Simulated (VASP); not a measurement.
```xyz
2
Lattice="1.7841 -3.1453 0.0000 1.7841 3.1453 0.0000 0.0000 0.0000 5.4316" Properties=species:S:1:pos:R:3 pbc="T T T"
Tm     1.7841     1.0484     1.3579
Tm     1.8746    -1.0484     4.0737
```

Calculation: PBE GGA, VASP's PBE PAW potentials (set 64) (plane waves; VASP 6.6.1). Numerical set-up: 750 eV cut-off, 11×11×6 Γ-centred mesh, first-order Methfessel-Paxton smearing of 0.10 eV, potentials Tm_3.

The 4f electrons are frozen in the core of the lanthanide potential, so 4f levels, which can set the real gap, and their magnetism are missing.

**Question.** Which forces act on the atoms, in eV/Å?

**Answer.** 
```json
[
 {"atom": "Tm1", "Fx": "0.155", "Fy": "-0.036", "Fz": "0.000"},
 {"atom": "Tm2", "Fx": "-0.155", "Fy": "0.036", "Fz": "0.000"}
]
```

**Question.** Give the stress tensor in GPa (positive for a compressed cell).

**Answer.** 
```
-0.36  -0.39   0.00
-0.39  -1.57   0.00
 0.00   0.00   1.10
```
The pressure is its mean diagonal, -0.28 GPa.

The compound is Tm in the hcp structure. The cell was not relaxed at this level, atoms are displaced from their ideal sites. The run is one of a series of settings (ENCUT = 750 against the base run), some of them coarse on purpose.
